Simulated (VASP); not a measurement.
Given:

```
InPd
1.0
    3.18235     0.00000     0.00000
    0.00000     3.18235     0.00000
    0.00000     0.00000     3.18235
In Pd
1 1
Direct
  0.50000   0.50000   0.50000
  0.00000   0.00000   0.00000
```

All values below come from revTPSS meta-GGA, VASP's PBE PAW potentials (set 64) (plane waves; VASP). Run with 520 eV cut-off, 11×11×11 Γ-centred mesh, first-order Methfessel-Paxton smearing of 0.10 eV, potentials In_d Pd.

Problem. Give the stress tensor in GPa (positive for a compressed cell).

Solution. 
```
10.23   0.00   0.00
 0.00  10.23   0.00
 0.00   0.00  10.23
```
The pressure is its mean diagonal, 10.23 GPa.

The compound is PdIn in the CsCl type structure. This cell is one point of a volume scan, at 0.94 of the reference volume. The electron count is odd and the run is not spin-polarised, which forces a metal.
